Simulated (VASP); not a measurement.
Input:

```xyz
2
Lattice="0.0000 2.5700 2.5700 2.5700 0.0000 2.5700 2.5700 2.5700 0.0000" Properties=species:S:1:pos:R:3 pbc="T T T"
Li     0.0000     0.0000     0.0000
Cl     2.5700     2.5700     2.5700
```

All values below come from PBE GGA, VASP's PBE PAW potentials (set 64) (plane waves; VASP). Settings: 520 eV cut-off, Gaussian smearing of 0.050 eV, potentials Li_sv Cl.

Predict the band gap (along the path) with the smallest direct gap where there is one.

The band gap (along the path) is 6.30 eV and the smallest direct gap (along the path) is 6.30 eV.

Total energies compare only between runs with the same potentials, cut-off and functional.

The compound is LiCl in the rock salt structure. The cell was not relaxed at this level.
